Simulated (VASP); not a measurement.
Data:

```
CELL_PARAMETERS angstrom
      3.52028     0.00000     0.00000
      0.00000     3.52028     0.00000
      0.00000     0.00000     3.52028
ATOMIC_POSITIONS crystal
  Al 0.00000 0.00000 0.00000
  Ni 0.00000 0.50000 0.50000
  Ni 0.50000 0.00000 0.50000
  Ni 0.50000 0.50000 0.00000
```
Starting moments (μB, in the order of the record's atoms Al Ni Ni Ni): 0.0 0.5 0.5 0.5.

Calculation: rev-vdW-DF2, VASP's PBE PAW potentials (set 64) (plane waves; VASP). Run with 520 eV cut-off, 8×8×8 Γ-centred mesh, first-order Methfessel-Paxton smearing of 0.10 eV, potentials Al Ni.

Energy and stress use the plane-wave basis of the starting cell.

Problem. The ions, cell shape and volume are relaxed. What does this cell relax into?

Solution. 
```
CELL_PARAMETERS angstrom
      3.54427     0.00000     0.00000
      0.00000     3.54427     0.00000
      0.00000     0.00000     3.54427
ATOMIC_POSITIONS crystal
  Al 0.00000 0.00000 0.00000
  Ni 0.00000 0.50000 0.50000
  Ni 0.50000 0.00000 0.50000
  Ni 0.50000 0.50000 0.00000
```
Space group Pm-3m (221), at a tolerance of 0.03 Å. The cell ends with 0.69 μB, on the sites -0.01 0.24 0.24 0.24 μB.

Problem. How do energy and volume change from the first to the last step?

Solution. The energy (σ→0) changes by -2.8 meV/atom and the volume by +2.1 %, in 3 ionic steps.

The compound is Ni3Al in the L1_2 structure. This run relaxes it. Symmetry was kept, so distortions that lower it aren't found.
